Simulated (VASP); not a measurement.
Calculation: PBE GGA + U (Dudarev), VASP's PBE PAW potentials (set 64) (plane waves; VASP).

Input for VASP

**POSCAR**
```
TiO2
1
   -1.8912700000     1.8912700000     4.8075100000
    1.8912700000    -1.8912700000     4.8075100000
    1.8912700000     1.8912700000    -4.8075100000
Ti O
2 4
Direct
  0.0000000000   0.0000000000   0.0000000000
  0.7500000000   0.2500000000   0.5000000000
  0.9571500000   0.4571500000   0.5000000000
  0.2071500000   0.2071500000   0.0000000000
  0.7928500000   0.7928500000   0.0000000000
  0.5428500000   0.0428500000   0.5000000000
```

KPOINTS:
```
Regular mesh
0
Gamma
  12 12 12
0 0 0
```

### INCAR
```
SYSTEM = TiO2
PREC = Accurate
ENCUT = 400
EDIFF = 1E-6
NELM = 100
ALGO = Normal
LREAL = .FALSE.
LASPH = .TRUE.
ISMEAR = 0
SIGMA = 0.01
GGA = PE
LMAXMIX = 4
LWAVE = .FALSE.
LCHARG = .FALSE.
ISIF = 2
LDAU = .TRUE.
LDAUTYPE = 2
LDAUL = 2 -1
LDAUU = 1.0 0
LDAUJ = 0 0
```

POTCAR, in this order: Ti_sv O (PBE.64 set). Program: vasp_std.

The run wrote:

### OSZICAR
```
       N       E                     dE             d eps       ncg     rms          rms(c)
DAV:   1     0.620357901987E+03    0.62036E+03   -0.21662E+04  9136   0.167E+03
DAV:   2     0.114507906492E+02   -0.60891E+03   -0.59120E+03 11412   0.526E+02
DAV:   3    -0.659550155459E+02   -0.77406E+02   -0.76426E+02 13212   0.190E+02
DAV:   4    -0.699284509663E+02   -0.39734E+01   -0.39703E+01 12640   0.416E+01
DAV:   5    -0.700970355576E+02   -0.16858E+00   -0.16856E+00 12208   0.661E+00    0.325E+01
DAV:   6    -0.527226643981E+02    0.17374E+02   -0.11539E+02 11852   0.104E+02    0.114E+01
DAV:   7    -0.525364863529E+02    0.18618E+00   -0.13942E+01 12216   0.288E+01    0.757E+00
DAV:   8    -0.526103327472E+02   -0.73846E-01   -0.30579E+00 11616   0.165E+01    0.343E+00
DAV:   9    -0.524933403984E+02    0.11699E+00   -0.13180E+00 12228   0.103E+01    0.116E+00
DAV:  10    -0.524997164444E+02   -0.63760E-02   -0.13710E-01 11312   0.269E+00    0.400E-01
DAV:  11    -0.524971917947E+02    0.25246E-02   -0.21355E-02 11532   0.108E+00    0.582E-02
DAV:  12    -0.524973468613E+02   -0.15507E-03   -0.12480E-03 11632   0.363E-01    0.894E-02
DAV:  13    -0.524972852039E+02    0.61657E-04   -0.32035E-04 12412   0.160E-01    0.154E-02
DAV:  14    -0.524972893397E+02   -0.41357E-05   -0.52069E-05 12952   0.618E-02    0.146E-02
DAV:  15    -0.524972884531E+02    0.88659E-06   -0.12714E-05 12784   0.359E-02    0.252E-03
DAV:  16    -0.524972886227E+02   -0.16956E-06   -0.31857E-07  6204   0.486E-03
   1 F= -.52497289E+02 E0= -.52497289E+02  d E =-.523907E-38
```

OUTCAR:
```
------------------------ aborting loop because EDIFF is reached ----------------------------------------
  FORCE on cell =-STRESS in cart. coord.  units (eV):
  Direction    XX          YY          ZZ          XY          YZ          ZX
  --------------------------------------------------------------------------------------
  Total       -0.0295463     -0.0295463     -0.2475440      0.0000000     -0.0000000      0.0000000
  in kB       -0.6882177     -0.6882177     -5.7660155      0.0000000     -0.0000000      0.0000000
  external PRESSURE =      -2.3808170 kB  Pullay stress =       0.0000000 kB
  volume of cell :       68.78
      direct lattice vectors                 reciprocal lattice vectors
    -1.891270000  1.891270000  4.807510000     0.000000000  0.264372617  0.104003944
     1.891270000 -1.891270000  4.807510000     0.264372617  0.000000000  0.104003944
     1.891270000  1.891270000 -4.807510000     0.264372617  0.264372617  0.000000000
 POSITION                                       TOTAL-FORCE (eV/Angst)
 -----------------------------------------------------------------------------------
      0.00000      0.00000      0.00000         0.000000      0.000000     -0.000000
      0.00000      1.89127      2.40375         0.000000      0.000000     -0.000000
      0.00000      1.89127      4.39551        -0.000000     -0.000000      0.089059
      0.00000      0.00000      1.99175         0.000000      0.000000      0.089059
      0.00000      0.00000      7.62327        -0.000000     -0.000000     -0.089059
      0.00000      1.89127      0.41200        -0.000000     -0.000000     -0.089059
 -----------------------------------------------------------------------------------
    total drift:                               -0.000000      0.000000      0.000000
  FREE ENERGIE OF THE ION-ELECTRON SYSTEM (eV)
  ---------------------------------------------------
  free  energy   TOTEN  =       -52.4972886227 eV

  energy  without entropy=      -52.4972886227  energy(sigma->0) =      -52.49728862
```
(Selected blocks of OUTCAR.)

At this cut-off the stress carries a Pulay error, which pulls relaxed volumes low.

The structure comes from a computed database's TiO2 entry; how it stands against other phases isn't given here. The cell was not relaxed at this level. The run is one of a series of settings (LDAU = .TRUE., LDAUJ = 0 0, LDAUL = 2 -1, LDAUTYPE = 2, LDAUU = 1.0 0 against the base run), some of them coarse on purpose.
